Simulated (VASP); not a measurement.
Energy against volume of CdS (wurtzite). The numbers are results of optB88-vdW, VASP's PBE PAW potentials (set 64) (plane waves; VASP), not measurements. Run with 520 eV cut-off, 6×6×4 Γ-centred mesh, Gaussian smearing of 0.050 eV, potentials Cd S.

Shape and ions are relaxed at each volume.

| V (Å³/atom) | E (eV/atom) |
|---|---|
| 24.355 | -0.64629 |
| 25.132 | -0.66050 |
| 25.909 | -0.66500 |
| 26.687 | -0.66134 |

Fit these four points and predict the energy of the run at 27.464 Å³/atom.

A cubic in V^(−2/3), the third-order Birch-Murnaghan form, passes through the four points with V0 = 25.93 Å³/atom and B0 = 56 GPa, and gives -0.6508 eV/atom there. The run gave -0.6507 eV/atom, +0.1 meV/atom from the fit; all five points give B0 = 56 GPa.

The compound is CdS in the wurtzite structure. It was relaxed first.
